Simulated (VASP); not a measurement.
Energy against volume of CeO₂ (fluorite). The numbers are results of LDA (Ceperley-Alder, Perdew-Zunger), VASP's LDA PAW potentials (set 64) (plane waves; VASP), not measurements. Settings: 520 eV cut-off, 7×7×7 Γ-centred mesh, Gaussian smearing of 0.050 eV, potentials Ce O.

```json
[
 {"V (Å³/atom)": "12.075", "E (eV/atom)": "-9.58318"},
 {"V (Å³/atom)": "12.460", "E (eV/atom)": "-9.60931"},
 {"V (Å³/atom)": "12.846", "E (eV/atom)": "-9.61798"},
 {"V (Å³/atom)": "13.231", "E (eV/atom)": "-9.61180"}
]
```

Task: Fit these four points and predict the energy of the run at 13.616 Å³/atom.

Result: A cubic in V^(−2/3), the third-order Birch-Murnaghan form, passes through the four points with V0 = 12.87 Å³/atom and B0 = 204 GPa, and gives -9.5930 eV/atom there. The run gave -9.5930 eV/atom, -0.0 meV/atom from the fit; all five points give B0 = 203 GPa.

The compound is CeO2 in the fluorite structure. It was relaxed first. The run is not spin-polarised, so no magnetic state was tried.
